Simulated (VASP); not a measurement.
Data:

```xyz
8
Lattice="1.6578 -2.8714 0.0000 1.6578 2.8714 0.0000 0.0000 0.0000 10.8502" Properties=species:S:1:pos:R:3 pbc="T T T"
In     1.6578    -0.9571     2.8769
In     1.6578     0.9571    10.7313
N      1.6578    -0.9571     5.0661
N      1.6578     0.9571     2.0261
N      1.6578    -0.9571     9.8913
N      1.6578     0.9571     7.4807
Al     1.6578    -0.9571     8.0199
Al     1.6578     0.9571     5.5979
```

Calculation: PBEsol GGA, VASP's PBE PAW potentials (set 64) (plane waves; VASP 6.6.1). Run with 520 eV cut-off, Gaussian smearing of 0.050 eV, potentials In_d N Al.

Unless said otherwise, spin-orbit coupling is left out, though it shifts the bands of the heavy elements here.

Task: Give the energies of bands 17 to 30 at the high-symmetry points, in eV from the valence-band maximum.

Result: 
```csv
band,Γ,M,K,A,L,H
17,-3.86,-5.85,-5.21,-2.45,-5.42,-5.13
18,-1.98,-4.77,-4.73,-1.98,-5.24,-5.07
19,-1.98,-4.03,-4.71,-1.98,-3.40,-5.02
20,-1.44,-3.01,-4.06,-1.71,-3.14,-4.52
21,-1.44,-2.48,-3.93,-1.45,-2.98,-3.23
22,-0.68,-2.15,-3.02,-1.45,-2.31,-2.95
23,-0.44,-2.14,-2.99,-0.43,-2.13,-2.52
24,-0.44,-2.00,-2.60,-0.43,-1.72,-2.50
25,0.00,-1.79,-1.64,-0.01,-1.56,-2.04
26,0.00,-0.99,-1.59,-0.01,-1.09,-1.99
27,0.64,3.17,4.05,1.41,2.90,4.49
28,3.25,3.46,4.84,2.47,3.54,5.02
29,3.46,4.41,5.13,3.87,4.13,5.02
30,4.30,4.65,5.78,4.32,4.76,5.35
```

The gap is direct, 0.64 eV, from the valence maximum at Γ to the conduction minimum at Γ.

The structure was generated: Al2In2N4 was put into an ordered model structure (P3m1), which need not be its known phase. It was relaxed first.
